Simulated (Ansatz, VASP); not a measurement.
**Rb3Ba: VASP beside Ansatz**

The input INCAR:

```
SYSTEM = Rb3Ba
PREC     = Accurate       ! precision mode
ENCUT    = 520            ! plane-wave cutoff, eV
EDIFF    = 1E-6           ! SCF threshold, eV
ISMEAR   = 0              ! smearing method
SIGMA    = 0.1            ! smearing width, eV
LREAL    = .False.        ! projectors in reciprocal space
LASPH    = .True.         ! aspherical terms in the spheres
NELM     = 100            ! most SCF steps
ALGO     = Normal         ! electronic algorithm
ISIF     = 2              ! what is computed and relaxed
LWAVE    = .False.        ! write WAVECAR
LCHARG   = .False.        ! write CHGCAR
GGA      = PE             ! functional
NBANDS   = 26             ! bands
```

The input KPOINTS:

```
Automatic mesh
0
Gamma
  6 6 6
  0 0 0
```

Contents of POSCAR:

```
Rb3Ba
1.0
    0.0000000000      5.5144300000      5.5144300000
    5.5144300000      0.0000000000      5.5144300000
    5.5144300000      5.5144300000      0.0000000000
Rb Ba
3 1
Direct
    0.2500000000      0.2500000000      0.2500000000
    0.7500000000      0.7500000000      0.7500000000
    0.5000000000      0.5000000000      0.5000000000
    0.0000000000      0.0000000000      0.0000000000
```

Input for Ansatz:

```yaml
crystal:
  lattice:
    - [0.0, 5.51443, 5.51443]
    - [5.51443, 0.0, 5.51443]
    - [5.51443, 5.51443, 0.0]
  atoms:
    - { symbol: Rb, position: [0.25, 0.25, 0.25] }
    - { symbol: Rb, position: [0.75, 0.75, 0.75] }
    - { symbol: Rb, position: [0.5, 0.5, 0.5] }
    - { symbol: Ba, position: [0.0, 0.0, 0.0] }
basis:
  ecutwfc: 420
kpoints:
  mp_grid: { grid: [6, 6, 6] }
hamiltonian:
  xc: pbe
scf:
  occupations: { method: gaussian, width: 0.1 }
output:
  forces: true
  stress: true
  eigenvalues: true
```

Alike in both runs: task single point; functional PBE; k mesh 6 × 6 × 6; occupations gaussian, width 0.1 eV; no spin polarisation.

|  | VASP | Ansatz |
| --- | --- | --- |
| version | VASP 6.6.1 | Ansatz 0.2.0 |
| potentials or method | VASP PAW PBE potentials, release 64 (Rb_sv, Ba_sv) | scalar-relativistic, plane waves, PAW |
| plane-wave cutoff (eV) | 520 | 420 |
| valence electrons in the cell | 37 | 37 |

|  | VASP | Ansatz | Ansatz less VASP |
| --- | --- | --- | --- |
| gap on the k mesh at the Fermi level (eV) | none | none | - |
| pressure (GPa) | 0.0 | 0.0 | 0.00 |

A gap of «none» marks a metal or a gap that the smearing closes.

The runs have no spin-orbit coupling, so splittings on Ba are missing.
